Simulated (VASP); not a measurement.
Output of a VASP run:

**OUTCAR**
```
 ion  position               nearest neighbor table
   1  0.000  0.000  0.000-
  LATTYP: Found a body centered cubic cell.
 ALAT       =     3.1342334420
 Subroutine PRICEL returns:
 Original cell was already a primitive cell.
 Subroutine GETGRP returns: Found 48 space group operations
The static configuration has the point symmetry O_h .
The dynamic configuration has the point symmetry O_h .
 Subroutine INISYM returns: Found 48 space group operations
 Subroutine IBZKPT returns following result:
 Found    195 irreducible k-points:

 Following reciprocal coordinates:
            Coordinates               Weight
  0.000000  0.000000  0.000000      1.000000
  0.055556  0.000000  0.000000     12.000000
  0.111111  0.000000  0.000000     12.000000
  0.166667  0.000000  0.000000     12.000000
  0.222222  0.000000  0.000000     12.000000
  0.277778  0.000000  0.000000     12.000000
  0.333333  0.000000  0.000000     12.000000
  0.388889  0.000000  0.000000     12.000000
  0.444444  0.000000  0.000000     12.000000
  0.500000  0.000000  0.000000      6.000000
  0.055556  0.055556  0.000000     24.000000
  0.111111  0.055556  0.000000     48.000000
  0.166667  0.055556 -0.000000     48.000000
  0.222222  0.055556  0.000000     48.000000
  0.277778  0.055556 -0.000000     48.000000
  0.333333  0.055556  0.000000     48.000000
  0.388889  0.055556 -0.000000     48.000000
  0.444444  0.055556  0.000000     48.000000
  0.111111  0.111111  0.000000     24.000000
  0.166667  0.111111 -0.000000     48.000000
  0.222222  0.111111 -0.000000     48.000000
  0.277778  0.111111 -0.000000     48.000000
  0.333333  0.111111  0.000000     48.000000
  0.388889  0.111111 -0.000000     48.000000
  0.444444  0.111111  0.000000     24.000000
  0.166667  0.166667  0.000000     24.000000
  0.222222  0.166667  0.000000     48.000000
  0.277778  0.166667  0.000000     48.000000
  0.333333  0.166667  0.000000     48.000000
  0.388889  0.166667 -0.000000     48.000000
  0.222222  0.222222  0.000000     24.000000
  0.277778  0.222222  0.000000     48.000000
  0.333333  0.222222  0.000000     48.000000
  0.388889  0.222222  0.000000     24.000000
  0.277778  0.277778  0.000000     24.000000
  0.333333  0.277778  0.000000     48.000000
  0.333333  0.333333  0.000000      8.000000
  0.055556  0.055556  0.055556      8.000000
  0.111111  0.055556  0.055556     24.000000
  0.166667  0.055556  0.055556     24.000000
   k-points           NKPTS =    195   k-points in BZ     NKDIM =    195   number of bands    NBANDS=     11
   number of dos      NEDOS =    601   number of ions     NIONS =      1
   total plane-waves  NPLWV =   8000
   dimension x,y,z NGX =    20 NGY =   20 NGZ =   20
   dimension x,y,z NGXF=    40 NGYF=   40 NGZF=   40
   ions per type =               1
   PREC   = accura    normal or accurate (medium, high low for compatibility)
   ISTART =      0    job   : 0-new  1-cont  2-samecut
   ICHARG =      2    charge: 1-file 2-atom 10-const
   ISPIN  =      1    spin polarized calculation?
   LNONCOLLINEAR =      F non collinear calculations
   LSORBIT =      F    spin-orbit coupling
   INIWAV =      1    electr: 0-lowe 1-rand  2-diag
   ENCUT  =  520.0 eV  38.22 Ry    6.18 a.u.   5.05  5.05  5.05*2*pi/ulx,y,z
   NELM   =    100;   NELMIN=  2; NELMDL= -5     # of ELM steps
   EDIFF  = 0.1E-06   stopping-criterion for ELM
   LREAL  =      F    real-space projection
   NLSPLINE    = F    spline interpolate recip. space projectors
   LMAXMIX     =    4 max onsite mixed and CHGCAR
   VOSKOWN=      0    Vosko Wilk Nusair interpolation
   EDIFFG = 0.1E-05   stopping-criterion for IOM
   NSW    =      0    number of steps for IOM
   NBLOCK =      1;   KBLOCK =      1    inner block; outer block
   IBRION =     -1    ionic relax: 0-MD 1-quasi-New 2-CG
   NFREE  =      0    steps in history (QN), initial steepest desc. (CG)
...
```

File OSZICAR:
```
       N       E                     dE             d eps       ncg     rms          rms(c)
DAV:   1     0.917431562682E+02    0.91743E+02   -0.82804E+03  4314   0.131E+03
DAV:   2    -0.102270230289E+02   -0.10197E+03   -0.98912E+02  4692   0.343E+02
DAV:   3    -0.115655155082E+02   -0.13385E+01   -0.13261E+01  4911   0.391E+01
DAV:   4    -0.115693540853E+02   -0.38386E-02   -0.38380E-02  4692   0.237E+00
DAV:   5    -0.115693728962E+02   -0.18811E-04   -0.18810E-04  4973   0.166E-01    0.152E+01
DAV:   6    -0.110075787248E+02    0.56179E+00   -0.99363E-01  4617   0.122E+01    0.427E+00
DAV:   7    -0.109285713937E+02    0.79007E-01   -0.21594E-01  5006   0.530E+00    0.925E-01
DAV:   8    -0.109249017649E+02    0.36696E-02   -0.40812E-03  4464   0.925E-01    0.173E-01
DAV:   9    -0.109249863139E+02   -0.84549E-04   -0.11394E-04  5083   0.147E-01    0.755E-02
DAV:  10    -0.109249917957E+02   -0.54818E-05   -0.11852E-05  4563   0.459E-02    0.876E-03
DAV:  11    -0.109249943322E+02   -0.25365E-05   -0.35453E-07  5154   0.632E-03    0.113E-03
DAV:  12    -0.109249936539E+02    0.67839E-06   -0.10687E-08  2499   0.130E-03    0.740E-05
DAV:  13    -0.109249937230E+02   -0.69141E-07   -0.48706E-10  2394   0.321E-04
   1 F= -.11650336E+02 E0= -.11650336E+02  d E =0.000000E+00
```

**OUTCAR**
```
------------------------ aborting loop because EDIFF is reached ----------------------------------------
 Edisp (eV)   -0.72534
  FORCE on cell =-STRESS in cart. coord.  units (eV):
  Direction    XX          YY          ZZ          XY          YZ          ZX
  --------------------------------------------------------------------------------------
  Total      -0.01247    -0.01247    -0.01247    -0.00000    -0.00000     0.00000
  in kB      -1.29791    -1.29791    -1.29791    -0.00000    -0.00000     0.00000
  external pressure =       -1.30 kB  Pullay stress =        0.00 kB
  volume of cell :       15.39
      direct lattice vectors                 reciprocal lattice vectors
    -1.567116721  1.567116721  1.567116721     0.000000000  0.319057281  0.319057281
     1.567116721 -1.567116721  1.567116721     0.319057281  0.000000000  0.319057281
     1.567116721  1.567116721 -1.567116721     0.319057281  0.319057281  0.000000000
 POSITION                                       TOTAL-FORCE (eV/Angst)
 -----------------------------------------------------------------------------------
      0.00000      0.00000      0.00000         0.000000      0.000000      0.000000
 -----------------------------------------------------------------------------------
    total drift:                                0.000000     -0.000000      0.000000
  FREE ENERGIE OF THE ION-ELECTRON SYSTEM (eV)
  ---------------------------------------------------
  free  energy   TOTEN  =       -11.6503362440 eV

  energy  without entropy=      -11.6503362440  energy(sigma->0) =      -11.65033624

 total charge

# of ion       s       p       d       tot
------------------------------------------
    1        2.388   6.214   3.931  12.533
```
(Selected blocks of OUTCAR.)

File POSCAR:
```
Mo
1
   -1.5671167210     1.5671167210     1.5671167210
    1.5671167210    -1.5671167210     1.5671167210
    1.5671167210     1.5671167210    -1.5671167210
Mo
1
Direct
  0.0000000000   0.0000000000   0.0000000000
```

Task: Write an INCAR and KPOINTS that could have produced this output.

Result: Several could match; the one computed here: the input of the run itself, PBE GGA with D3 dispersion (Becke-Johnson damping), plane waves, VASP's PBE PAW potentials (set 64).

### INCAR
```
SYSTEM=Mo
PREC=Accurate; ENCUT=520; LREAL=F
LASPH=T
EDIFF=1E-7; NELM=100; ALGO=Normal
LMAXMIX=4
ISMEAR=-5
GGA=PE; IVDW=12
ISIF=2
LWAVE=F; LCHARG=T; LORBIT=11
NEDOS=601
```

### KPOINTS
```
K-points
0
Gamma
 18 18 18
```

POTCAR, in this order: Mo_sv (PBE.64 set). Program: vasp_std.

For a metal the tetrahedron method with Blöchl corrections gives inexact stress and forces.

The compound is Mo in the bcc structure. It was relaxed first.
